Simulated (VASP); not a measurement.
Calculation: PBE GGA, VASP's PBE PAW potentials (set 64) (plane waves; VASP).

The input files of a VASP run:

**KPOINTS**
```
Automatic mesh
0
Gamma
9 9 9
0 0 0
```

File POSCAR:
```
PbO
1
    1.7581570000     1.0150720000     3.0090780000
   -1.7581570000     1.0150720000     3.0090780000
    0.0000000000    -2.0301450000     3.0090780000
Pb O
1 1
Direct
  0.7624000000   0.7624000000   0.7624000000
  0.2376000000   0.2376000000   0.2376000000
```

**INCAR**
```
SYSTEM = PbO
PREC = Accurate
ENCUT = 400
EDIFF = 1E-6
NELM = 100
ALGO = Normal
LREAL = .FALSE.
LASPH = .TRUE.
ISMEAR = 0
SIGMA = 0.2
GGA = PE
LMAXMIX = 4
LWAVE = .FALSE.
LCHARG = .FALSE.
ISIF = 2
```

POTCAR, in this order: Pb_d O (PBE.64 set). Program: vasp_std.

At this cut-off the stress carries a Pulay error, which pulls relaxed volumes low.

Problem. Estimate the energy per atom (σ→0), pressure, largest force.

Solution. 
```yaml
energy per atom (σ→0): -5.105 eV/atom
pressure: 12.63 GPa
largest_force: 0.129 eV/Å
```

### OSZICAR
```
...
DAV:   7    -0.102258137841E+02    0.18676E+00   -0.15648E+00  2732   0.121E+01    0.146E+00
DAV:   8    -0.102267316840E+02   -0.91790E-03   -0.26043E-01  2444   0.581E+00    0.115E+00
DAV:   9    -0.102111188260E+02    0.15613E-01   -0.24073E-02  2464   0.184E+00    0.145E-01
DAV:  10    -0.102115123392E+02   -0.39351E-03   -0.24608E-03  2584   0.381E-01    0.136E-01
DAV:  11    -0.102113503990E+02    0.16194E-03   -0.57898E-04  2452   0.248E-01    0.129E-02
DAV:  12    -0.102113496433E+02    0.75568E-06   -0.15053E-05  2914   0.372E-02    0.796E-03
DAV:  13    -0.102113489060E+02    0.73732E-06   -0.14334E-06  1862   0.143E-02
   1 F= -.10211349E+02 E0= -.10210141E+02  d E =-.241525E-02
```

The structure was generated: PbO was put into an ordered model structure, which need not be its known phase. The cell was not relaxed at this level.
